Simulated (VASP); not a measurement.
The system is ZrGeSe.

```
Zr Ge Se
1.0
     3.68240    0.00000    0.00000
     0.00000    3.68240    0.00000
     0.00000    0.00000    8.27350
Zr Ge Se
2 2 2
Cartesian
  0.0000 1.8412 2.1756
  1.8412 0.0000 6.0979
  0.0000 0.0000 0.0000
  1.8412 1.8412 0.0000
  0.0000 1.8412 5.1294
  1.8412 0.0000 3.1441
```

Base run:

| Property | Result |
| --- | --- |
| Program | VASP 6.6.1 |
| Functional | PBEsol |
| Potentials or basis | VASP PAW PBE potentials, release 64 (Zr_sv, Ge_d, Se) |
| Cutoff | 520 eV |
| k mesh | 10 × 10 × 6 |
| Occupations | methfessel-paxton, width 0.1 eV |
| Spin | no spin polarisation |

Its results: pressure 0.0 GPa.

Q: The run is repeated on the same cell with these changes: functional from PBEsol to r2SCAN. What comes out?

A: Pressure 3.6 GPa.

Caveats: the PAW data sets were made with another functional, which shifts forces and pressure a little.
